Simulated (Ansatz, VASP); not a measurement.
**Be4PPd: VASP beside Ansatz**

The input INCAR:

```
SYSTEM = Be4PPd
PREC = Accurate
ENCUT = 520
EDIFF = 1E-6
ISMEAR = 0
SIGMA = 0.1
LREAL = .FALSE.
LASPH = .TRUE.
NELM = 100
ALGO = Normal
ISIF = 2
LWAVE = .FALSE.
LCHARG = .FALSE.
GGA = PE
NBANDS = 20
```

File KPOINTS:

```
regular mesh
0
G
  10 10 10
  0 0 0
```

POSCAR

```
Be4PPd
1.0
    0.0000000000      3.1290918524      3.1290918524
    3.1290918524      0.0000000000      3.1290918524
    3.1290918524      3.1290918524      0.0000000000
Be P Pd
4 1 1
Direct
    0.6253480645      0.1239558065      0.6253480645
    0.6253480645      0.6253480645      0.6253480645
    0.1239558065      0.6253480645      0.6253480645
    0.6253480645      0.6253480645      0.1239558065
    0.2500000000      0.2500000000      0.2500000000
    0.0000000000      0.0000000000      0.0000000000
```

Input for Ansatz:

```yaml
crystal:
  lattice:
    - [0.0, 3.1290918524, 3.1290918524]
    - [3.1290918524, 0.0, 3.1290918524]
    - [3.1290918524, 3.1290918524, 0.0]
  atoms:
    - { symbol: Be, position: [0.6253480645, 0.1239558065, 0.6253480645] }
    - { symbol: Be, position: [0.6253480645, 0.6253480645, 0.6253480645] }
    - { symbol: Be, position: [0.1239558065, 0.6253480645, 0.6253480645] }
    - { symbol: Be, position: [0.6253480645, 0.6253480645, 0.1239558065] }
    - { symbol: P, position: [0.25, 0.25, 0.25] }
    - { symbol: Pd, position: [0.0, 0.0, 0.0] }
basis:
  ecutwfc: 420
kpoints:
  mp_grid: { grid: [10, 10, 10] }
  band_path:
    path:
      - [[0.0, 0.0, 0.0], [-0.5, -0.5, 0.0], [-0.375, -0.375, 0.25]]
      - [[-0.375, 0.0, 0.375], [0.0, 0.0, 0.0], [0.0, 0.0, 0.5], [-0.5, -0.25, 0.25], [-0.5, -0.5, 0.0]]
    npoints: 14
hamiltonian:
  xc: pbe
scf:
  occupations: { method: gaussian, width: 0.1 }
  n_extra_bands: 15
output:
  forces: true
  stress: true
  eigenvalues: true
  populations: true
  dos: { projected: true, de: 0.02, nscf_kmesh: { grid: [12, 12, 12] } }
  bader: true
  write_density: true
  write_potential: true
  elf: true
  volumetric_format: npy
```

The cell was built by a generator and needn't be a form met in nature.

Alike in both runs: task single point; functional PBE; k mesh 10 × 10 × 10; occupations gaussian, width 0.1 eV; no spin polarisation.

|  | VASP | Ansatz |
| --- | --- | --- |
| version | VASP 6.6.1 | Ansatz 0.2.0 |
| potentials or method | VASP PAW PBE potentials, release 64 (Be, P, Pd) | scalar-relativistic, plane waves, PAW |
| plane-wave cutoff (eV) | 520 | 420 |
| valence electrons in the cell | 23 | 31 |

|  | VASP | Ansatz | Ansatz less VASP |
| --- | --- | --- | --- |
| gap on the k mesh at the Fermi level (eV) | none | none | - |
| pressure (GPa) | 0.0 | 0.0 | -0.01 |

A gap of «none» marks a metal or a gap that the smearing closes. With one functional, cell and mesh, what is left measures potentials, basis and numerics. The two sets of potentials don't hold the same shells in valence.
